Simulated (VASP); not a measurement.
All values below come from LDA (Ceperley-Alder, Perdew-Zunger), VASP's LDA PAW potentials (set 64) (plane waves; VASP 6.6.1).

VASP input:

### POSCAR
```
SnO2
4.7313170
  0.9999999887   0.0000000000   0.0000000000
  0.0000000000   0.9999999887   0.0000000000
  0.0000000000   0.0000000000   0.6754833569
Sn O
2 4
Direct
  0.5000000000   0.5000000000   0.5000000000
  0.0000000000   1.0000000000   1.0000000000
  0.1940560086   0.8059439914   0.5000000000
  0.8059439914   0.1940560086   0.5000000000
  0.6940560086   0.6940560086   0.0000000000
  0.3059439914   0.3059439914   1.0000000000
```

INCAR:
```
! general
SYSTEM  = SnO2
PREC    = Accurate
ENCUT   = 520
LREAL   = .False.
LASPH   = .True.
NBANDS  = 93

! electronic loop
EDIFF   = 1E-7
NELM    = 100   ! most electronic steps
ALGO    = Normal   ! blocked Davidson
LMAXMIX = 4   ! l cut-off of mixed one-centre charges

! smearing
ISMEAR  = 0   ! Gaussian
SIGMA   = 0.01   ! width (eV)

! output
LWAVE   = .False.
LCHARG  = .False.
NEDOS   = 1001

! other
LOPTICS = .True.
CSHIFT  = 0.1
```

**KPOINTS**
```
Automatic mesh
0
Gamma
9 9 12
0 0 0
```

POTCAR, in this order: Sn_d O (LDA.64 set). Program: vasp_std.

**Question.** What will the output report for the number of irreducible k-points (NKPTS), largest plane-wave count, number of space-group operations, FFT grid (NGX, NGY, NGZ)?

**Answer.** 
number of irreducible k-points (NKPTS): 105
largest plane-wave count: 1952
number of space-group operations: 16
FFT grid (NGX, NGY, NGZ): 36 × 36 × 24

The structure comes from a computed database's SnO2 entry (P4_2/mnm); how it stands against other phases isn't given here. It was relaxed first.
